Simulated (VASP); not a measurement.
# LiH in VASP: one cell, several levels of theory

Rocksalt LiH, under +1.5 % strain along [111] alone is computed at one geometry. Runs: PBE, r2SCAN.

Program: VASP 6.6.1. PAW datasets, plane waves. (Simulation; spin polarisation is off.)

### Step 1. The structure to begin with

The cell comes from an earlier relaxation with r2SCAN in another program, then strained, with the atoms relaxed again.

It is trigonal, R-3m (No. 166); conventional cell a = 2.833 Å, c = 7.043 Å, 8.16 Å³ an atom. Near Li stand 6 H at 2.01 Å; near H stand 6 Li at 2.01 Å.

Structure file:

```cif
data_structure
_symmetry_space_group_name_H-M 'P 1'
_symmetry_Int_Tables_number 1
_cell_length_a 2.8611
_cell_length_b 2.8611
_cell_length_c 2.8611
_cell_angle_alpha 59.344
_cell_angle_beta 59.344
_cell_angle_gamma 59.344
_cell_volume 16.31
loop_
_atom_site_label
_atom_site_type_symbol
_atom_site_fract_x
_atom_site_fract_y
_atom_site_fract_z
_atom_site_occupancy
Li1 Li 0.00000 0.00000 0.00000 1
H1 H 0.50000 0.50000 0.50000 1
```

### Step 2. PBE at this geometry

The input, INCAR:

```
ENCUT = 520.000000
SIGMA = 0.020000
EDIFF = 1.00e-07
GGA = PE
PREC = Accurate
IBRION = -1
ISIF = 2
ISMEAR = -1
NBANDS = 9
NELM = 120
NSW = 0
LASPH = .TRUE.
LCHARG = .FALSE.
LWAVE = .FALSE.
LREAL = .FALSE.
```

The input, KPOINTS:

```
KPOINTS created by Atomic Simulation Environment
0
Gamma
10 10 10
0 0 0
```

The input, KPOINTS_OPT:

```
special points
7
Reciprocal
0.0000000000 0.0000000000 0.0000000000 1
0.5000000000 0.0000000000 0.5000000000 1
0.6250000000 0.2500000000 0.6250000000 1
0.3750000000 0.3750000000 0.7500000000 1
0.5000000000 0.5000000000 0.5000000000 1
0.5000000000 0.2500000000 0.7500000000 1
0.0000000000 0.5000000000 0.5000000000 1
```

The input, POSCAR:

```
Li H
 1.0000000000000000
     0.0200299484000000    2.0230247895000000    2.0230247895000000
     2.0230247895000000    0.0200299484000000    2.0230247895000000
     2.0230247895000000    2.0230247895000000    0.0200299484000000
 Li  H
   1   1
Cartesian
  0.0000000000000000  0.0000000000000000  0.0000000000000000
  2.0330397636999988  2.0330397636999988  2.0330397636999997
```

The run uses the recommended PBE PAW datasets (4 valence electrons a neutral cell).

Started as:

```console
$ mpirun -np 1 vasp_std
```

### Step 3. r2SCAN

The input, INCAR:

```
ENCUT = 520.000000
SIGMA = 0.010000
EDIFF = 1.00e-07
ALGO = Normal
METAGGA = R2SCAN
PREC = Accurate
IBRION = -1
ISIF = 2
ISMEAR = 0
NBANDS = 9
NELM = 120
NSW = 0
LASPH = .TRUE.
LCHARG = .TRUE.
LELF = .TRUE.
LWAVE = .FALSE.
LREAL = .FALSE.
```

KPOINTS is that of step 2.

KPOINTS_OPT is that of step 2.

POSCAR is that of step 2.

**Question.** What will these runs give? Wanted: for each run, gap; pressure.

The runs gave:

| level | gap (eV) | pressure (GPa) |
| --- | --- | --- |
| PBE | 2.99 | -0.74 |
| r2SCAN | 3.59 | -0.98 |

In words: The gap spans 2.99 eV (PBE) to 3.59 eV (r2SCAN).
